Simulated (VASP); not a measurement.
Calculation: PBE GGA, VASP's PBE PAW potentials (set 64) (plane waves; VASP).

VASP input:

KPOINTS:
```
Automatic mesh
0
Gamma
12 12 12
0 0 0
```

**INCAR**
```
SYSTEM = CoAl
PREC = Accurate; ENCUT = 300; LREAL = .False.
LASPH = .True.
EDIFF = 1E-6; NELM = 100; ALGO = Normal
LMAXMIX = 4
ISMEAR = 0; SIGMA = 0.272
GGA = PE; GGA_COMPAT = .False.
MAGMOM = 0.0 0.0 0.0 3.0 0.0 0.0
LNONCOLLINEAR = .True.
ISIF = 2
LWAVE = .False.; LCHARG = .False.; LORBIT = 11
```

File POSCAR:
```
CoAl
1
    2.8600000000     0.0000000000     0.0000000000
    0.0000000000     2.8600000000     0.0000000000
    0.0000000000     0.0000000000     2.8600000000
Al Co
1 1
Direct
  0.5058070000   0.4867210000   0.4994310000
 -0.0058070000   0.0132790000   0.0005690000
```

POTCAR, in this order: Al Co (PBE.64 set). Program: vasp_ncl.

The run wrote:

OSZICAR:
```
       N       E                     dE             d eps       ncg     rms          rms(c)
DAV:   1     0.415991425478E+02    0.41599E+02   -0.33796E+03 84992   0.684E+02
DAV:   2    -0.110177723449E+02   -0.52617E+02   -0.48520E+02 88880   0.178E+02
DAV:   3    -0.128543623809E+02   -0.18366E+01   -0.18110E+01102672   0.404E+01
DAV:   4    -0.128893322080E+02   -0.34970E-01   -0.34955E-01101208   0.518E+00
DAV:   5    -0.128904046293E+02   -0.10724E-02   -0.10724E-02102392   0.845E-01    0.139E+01
DAV:   6    -0.157188568290E+02   -0.28285E+01   -0.19093E+01 93488   0.958E+01    0.176E+01
DAV:   7    -0.119438668518E+02    0.37750E+01   -0.12701E+01 94136   0.634E+01    0.299E+00
DAV:   8    -0.119848101444E+02   -0.40943E-01   -0.23408E-01101568   0.447E+00    0.155E+00
DAV:   9    -0.119802802723E+02    0.45299E-02   -0.36774E-02113912   0.242E+00    0.105E+00
DAV:  10    -0.119800095902E+02    0.27068E-03   -0.52222E-03117800   0.795E-01    0.263E-01
DAV:  11    -0.119802162554E+02   -0.20667E-03   -0.57078E-04115576   0.256E-01    0.114E-01
DAV:  12    -0.119802207674E+02   -0.45120E-05   -0.50440E-05119616   0.767E-02    0.615E-02
DAV:  13    -0.119802319192E+02   -0.11152E-04   -0.10216E-05123768   0.542E-02    0.196E-02
DAV:  14    -0.119802352163E+02   -0.32971E-05   -0.41356E-06117488   0.288E-02    0.797E-03
DAV:  15    -0.119802363731E+02   -0.11567E-05   -0.13016E-06 55344   0.188E-02    0.566E-03
DAV:  16    -0.119802372537E+02   -0.88061E-06   -0.16752E-06 66056   0.217E-02
   1 F= -.11980237E+02 E0= -.11963616E+02  d E =-.332424E-01  mag=     0.0009     0.0001    -0.0001
```

### OUTCAR
```
------------------------ aborting loop because EDIFF is reached ----------------------------------------
  FORCE on cell =-STRESS in cart. coord.  units (eV):
  Direction    XX          YY          ZZ          XY          YZ          ZX
  --------------------------------------------------------------------------------------
  Total       -0.1123363     -0.1507807     -0.1030612     -0.0598577      0.0058821     -0.0026100
  in kB       -7.6936511    -10.3266192     -7.0584207     -4.0995128      0.4028489     -0.1787519
  external PRESSURE =      -8.3595637 kB  Pullay stress =       0.0000000 kB
  volume of cell :       23.39
      direct lattice vectors                 reciprocal lattice vectors
     2.860000000  0.000000000  0.000000000     0.349650350  0.000000000  0.000000000
     0.000000000  2.860000000  0.000000000     0.000000000  0.349650350  0.000000000
     0.000000000  0.000000000  2.860000000     0.000000000  0.000000000  0.349650350
 POSITION                                       TOTAL-FORCE (eV/Angst)
 -----------------------------------------------------------------------------------
      1.44661      1.39202      1.42837        -0.239546      0.539966      0.023557
      2.84339      0.03798      0.00163         0.239546     -0.539966     -0.023557
 -----------------------------------------------------------------------------------
    total drift:                               -0.000320      0.000121      0.000031
  FREE ENERGIE OF THE ION-ELECTRON SYSTEM (eV)
  ---------------------------------------------------
  free  energy   TOTEN  =       -11.9802372537 eV

  energy  without entropy=      -11.9469948589  energy(sigma->0) =      -11.96361606

 total charge

# of ion       s       p       d       tot
------------------------------------------
    1        0.395   0.430   0.000   0.825
    2        0.433   0.499   7.487   8.418
--------------------------------------------------
tot          0.827   0.930   7.487   9.244

 magnetization (x)

# of ion       s       p       d       tot
------------------------------------------
    1       -0.000  -0.000   0.000  -0.000
    2       -0.000  -0.000   0.002   0.002
--------------------------------------------------
tot         -0.000  -0.000   0.002   0.002

 magnetization (y)

# of ion       s       p       d       tot
------------------------------------------
    1       -0.000  -0.000   0.000  -0.000
    2       -0.000  -0.000   0.000   0.000
--------------------------------------------------
tot         -0.000  -0.000   0.000   0.000

 magnetization (z)

# of ion       s       p       d       tot
------------------------------------------
    1        0.000   0.000   0.000   0.000
    2        0.000   0.000  -0.000  -0.000
--------------------------------------------------
tot          0.000   0.000  -0.000  -0.000
```
(Selected blocks of OUTCAR.)

At this cut-off the stress carries a Pulay error, which pulls relaxed volumes low.

The structure is a typed CoAl crystal. The cell was not relaxed at this level, atoms are displaced from their ideal sites. The run is one of a series of settings (GGA_COMPAT = .FALSE., LNONCOLLINEAR = .TRUE., MAGMOM = 0.0 0.0 0.0 3.0 0.0 0.0, program vasp_ncl against the base run), some of them coarse on purpose.
